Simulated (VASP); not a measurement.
Cost and result of VASP (PAW) for the bulk modulus of Cs (bcc). Static lattice, third-order Birch-Murnaghan fit over five volumes. The cost counts the five points of the equation of state, each on the mesh and cut-off of its row, so the ratios hold those differences too. With PBE it took about 70 core-seconds. Times come from single runs on busy shared machines, so they are rough: good to a factor of about 2.

Measured: 2.1 GPa at 0 K (as given by H. Levämäki et al., Physical Review B (2014), arXiv:1402.3671; corrected for temperature and zero-point phonon effects).

| level | k-mesh | cut-off (eV) | bulk modulus (GPa) | error (%) | cost over PBE |
|---|---|---|---|---|---|
| LDA | 9×9×9 | 520 | 2.4 | +13.7 | within a factor of 2 |
| PBEsol | 9×9×9 | 520 | ? | ? | within a factor of 2 |
| PBE | 9×9×9 | 520 | 2.0 | -5.2 | reference |
| r2SCAN | 8×8×8 | 520 | ? | ? | ? |

**Question.** Fill in the missing entries.

**Answer.** 
- PBEsol, bulk modulus (GPa): 2.1
- PBEsol, error (%): +0.0
- r2SCAN, bulk modulus (GPa): 1.8
- r2SCAN, error (%): -13.3
- r2SCAN, cost over PBE: about 9 times

Left out are levels that failed, ran on another kind of processor or have no fit band path; at most nine are shown.

The compound is Cs in the bcc structure.
